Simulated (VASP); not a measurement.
OSZICAR of a VASP run on KZnF$_{3}$ (cubic perovskite):

**OSZICAR**
```
       N       E                     dE             d eps       ncg     rms          rms(c)
DAV:   1     0.518533788675E+03    0.51853E+03   -0.25516E+04  1008   0.246E+03
DAV:   2     0.166908686828E+02   -0.50184E+03   -0.48819E+03  1152   0.575E+02
DAV:   3    -0.235907020610E+02   -0.40282E+02   -0.40111E+02  1210   0.173E+02
DAV:   4    -0.245477841941E+02   -0.95708E+00   -0.95579E+00  1564   0.245E+01
DAV:   5    -0.245624036009E+02   -0.14619E-01   -0.14615E-01  1304   0.248E+00    0.172E+01
DAV:   6    -0.226344519854E+02    0.19280E+01   -0.70368E+00  1508   0.373E+01    0.116E+01
DAV:   7    -0.226520219138E+02   -0.17570E-01   -0.11903E+00  1063   0.820E+00    0.658E+00
DAV:   8    -0.226434038507E+02    0.86181E-02   -0.38265E-01  1429   0.122E+01    0.128E+00
DAV:   9    -0.226266284770E+02    0.16775E-01   -0.46779E-02  1535   0.560E+00    0.635E-01
DAV:  10    -0.226218022454E+02    0.48262E-02   -0.73110E-02  1508   0.690E+00    0.266E-01
DAV:  11    -0.226214080564E+02    0.39419E-03   -0.12349E-02  1495   0.176E+00    0.747E-02
DAV:  12    -0.226214306188E+02   -0.22562E-04   -0.71334E-04  1368   0.286E-01    0.420E-02
DAV:  13    -0.226214324534E+02   -0.18347E-05   -0.31982E-05  1550   0.150E-01    0.242E-02
DAV:  14    -0.226214270974E+02    0.53561E-05   -0.43590E-05  1207   0.540E-02    0.453E-03
DAV:  15    -0.226214271586E+02   -0.61244E-07   -0.13530E-06   709   0.135E-02
   1 F= -.12429468E+02 E0= -.12429468E+02  d E =-.124295E+02
       N       E                     dE             d eps       ncg     rms          rms(c)
DAV:   1    -0.257808618708E+02   -0.31594E+01   -0.80266E+01  1196   0.123E+02    0.168E+01
DAV:   2    -0.220606095234E+02    0.37203E+01   -0.14822E+01  1323   0.429E+01    0.547E+00
DAV:   3    -0.217095424507E+02    0.35107E+00   -0.56386E-01  1357   0.129E+01    0.266E+00
DAV:   4    -0.216422720010E+02    0.67270E-01   -0.23829E-01  1827   0.545E+00    0.141E+00
DAV:   5    -0.216401082075E+02    0.21638E-02   -0.35711E-02  1383   0.293E+00    0.393E-01
DAV:   6    -0.216381300735E+02    0.19781E-02   -0.52511E-03  1660   0.238E+00    0.126E-01
DAV:   7    -0.216382834752E+02   -0.15340E-03   -0.26856E-03  1665   0.928E-01    0.764E-02
DAV:   8    -0.216382286034E+02    0.54872E-04   -0.99796E-04  1499   0.686E-01    0.319E-02
DAV:   9    -0.216382162068E+02    0.12397E-04   -0.80297E-05  1510   0.213E-01    0.103E-02
DAV:  10    -0.216382161173E+02    0.89493E-07   -0.20780E-05  1092   0.381E-02    0.229E-03
DAV:  11    -0.216382162999E+02   -0.18258E-06   -0.19182E-06   987   0.268E-02
   2 F= -.12416637E+02 E0= -.12416637E+02  d E =0.128305E-01
       N       E                     dE             d eps       ncg     rms          rms(c)
DAV:   1    -0.232668798977E+02   -0.16287E+01   -0.21025E+01  1156   0.626E+01    0.811E+00
DAV:   2    -0.223422740763E+02    0.92461E+00   -0.35477E+00  1241   0.222E+01    0.282E+00
DAV:   3    -0.222414825575E+02    0.10079E+00   -0.17540E-01  1255   0.113E+01    0.175E+00
DAV:   4    -0.222247943953E+02    0.16688E-01   -0.53387E-02  1664   0.275E+00    0.964E-01
DAV:   5    -0.222229493047E+02    0.18451E-02   -0.65353E-03  1530   0.880E-01    0.183E-01
DAV:   6    -0.222227912712E+02    0.15803E-03   -0.82942E-04  1614   0.128E+00    0.390E-02
DAV:   7    -0.222228006740E+02   -0.94028E-05   -0.19585E-04  1167   0.108E-01    0.271E-02
DAV:   8    -0.222227966276E+02    0.40465E-05   -0.67819E-05  1498   0.261E-01    0.107E-02
DAV:   9    -0.222227946864E+02    0.19412E-05   -0.98388E-06  1283   0.109E-01    0.257E-03
DAV:  10    -0.222227947568E+02   -0.70458E-07   -0.19741E-06   715   0.165E-02
   3 F= -.12514407E+02 E0= -.12514407E+02  d E =-.849393E-01
```

Task: Which electronic solver shows in the log?

Result: It is blocked Davidson (ALGO = Normal, or the opening steps of other solvers). The INCAR had ALGO = Normal.

Task: Can the final energy be trusted as converged?

Result: Self-consistency was reached. It stopped with EDIFF = 1E-6, NELM = 100, NSW = 40 and EDIFFG = -0.02 after 3 ionic steps (LDA (Ceperley-Alder, Perdew-Zunger), plane waves, VASP's LDA PAW potentials (set 64)). Energy and stress use the plane-wave basis of the starting cell.

The compound is KZnF3 in the cubic perovskite structure. This run relaxes it under an external pressure of 30 GPa. Symmetry was kept, so distortions that lower it aren't found.
